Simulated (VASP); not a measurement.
A run of VASP 6.6.1 is set up as follows.

Contents of INCAR:

```
SYSTEM = Ge
PREC = Accurate
ENCUT = 520
EDIFF = 1E-7
ISMEAR = 0
SIGMA = 0.02
LREAL = .FALSE.
LASPH = .TRUE.
NELM = 60
ALGO = Normal
ISIF = 3
LWAVE = .FALSE.
LCHARG = .FALSE.
GGA = PS
IBRION = 2
NSW = 80
EDIFFG = -0.002
KPAR = 4
```

Contents of KPOINTS:

```
regular mesh
0
G
  10 10 10
  0 0 0
```

Contents of POSCAR:

```
Ge
1.0
    0.0000000000      2.8289100000      2.8289100000
    2.8289100000      0.0000000000      2.8289100000
    2.8289100000      2.8289100000      0.0000000000
Ge
2
Direct
    0.0000000000      0.0000000000      0.0000000000
    0.2500000000      0.2500000000      0.2500000000
```

Potentials or basis: VASP PAW PBE potentials, release 64 (Ge_d).

Command:

```sh
$ cat potpaw_PBE.64/Ge_d/POTCAR > POTCAR
$ mpirun -np 4 vasp_std > vasp.out
```

Task: Predict the space group after relaxing (to 0.05 Å).

Result: Fd-3m (No. 227).

Task: Estimate the band gap on the k mesh.

Result: None (metal or under the smearing width).

Task: Estimate the relaxed volume.

Result: 22.82 Å³/atom.

Final structure:
```
Ge
1.0
     0.00000    2.83653    2.83653
     2.83653    0.00000    2.83653
     2.83653    2.83653    0.00000
Ge
2
Direct
  0.00000 0.00000 0.00000
  0.25000 0.25000 0.25000
```

Caveat: the PAW data sets were made with another functional, which shifts forces and pressure a little; this crystal is a semiconductor, whose small gap the functional closes, so the metal is an error of the method. Zero-point motion and thermal expansion aren't in these numbers.
